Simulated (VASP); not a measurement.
Consider the following.

```xyz
4
Lattice="1.9097 -3.3078 0.0000 1.9097 3.3078 0.0000 0.0000 0.0000 6.2624" Properties=species:S:1:pos:R:3 pbc="T T T"
Zn     1.9097    -1.1026     3.1326
Zn     1.9097     1.1026     0.0014
S      1.9097    -1.1026     5.4782
S      1.9097     1.1026     2.3470
```

These are optB86b-vdW, VASP's PBE PAW potentials (set 64) (plane waves; VASP) values and carry that method's errors. Numerical set-up: 520 eV cut-off, Gaussian smearing of 0.050 eV, potentials Zn S.

### Question
Give the energies of bands 8 to 21 at the high-symmetry points, in eV from the valence-band maximum.

### Answer

```tsv
band	Γ	M	K	A	L	H
8	-5.95	-6.02	-5.99	-6.35	-6.07	-6.01
9	-5.95	-5.89	-5.94	-5.91	-5.87	-5.95
10	-5.88	-5.84	-5.92	-5.91	-5.87	-5.95
11	-5.88	-5.75	-5.68	-5.91	-5.71	-5.58
12	-5.72	-5.75	-5.68	-5.91	-5.71	-5.58
13	-5.31	-4.82	-4.30	-2.87	-4.86	-4.74
14	-0.88	-4.11	-4.30	-2.87	-4.86	-4.74
15	-0.88	-3.25	-3.82	-0.46	-1.62	-3.03
16	-0.08	-2.22	-2.30	-0.46	-1.62	-3.03
17	0.00	-1.67	-2.30	-0.46	-1.60	-1.34
18	0.00	-0.88	-2.07	-0.46	-1.60	-1.34
19	2.10	3.62	4.23	3.48	3.49	4.45
20	3.04	4.19	5.83	3.48	3.49	4.45
21	6.28	5.07	5.83	6.74	5.20	6.29
```

The gap is direct, 2.10 eV, from the valence maximum at Γ to the conduction minimum at Γ.

Measured: gap 3.91 eV (computed value off by -1.81 eV), as given by Mehmet Aras et al., The Journal of Chemical Physics (2014), arXiv:1312.4272.

The compound is ZnS in the wurtzite structure, the high-temperature form. It was relaxed first.
